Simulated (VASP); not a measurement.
A periodic (110) film of ZnS (zinc blende) under biaxial in-plane strain, normal axis and ions relaxed with LDA. Gaps from LDA in VASP (PAW), over mesh and path in the film cell's folded zone.

```json
[
 {"strain (%)": "-1", "gap (eV)": "2.155"},
 {"strain (%)": "+0", "gap (eV)": "2.147"},
 {"strain (%)": "+1", "gap (eV)": "2.031"}
]
```

Q: Take the slope on the side of compression and predict the gap at -2 %.

A: The slope is -0.008 eV per cent, which gives 2.147 + (-0.008)(-2) = 2.16 eV. The run gave 2.15 eV, -0.02 eV from the line.

Runs of the series that failed, ran out of time, didn't relax or are held back are left out.

The compound is ZnS in the zinc blende structure.
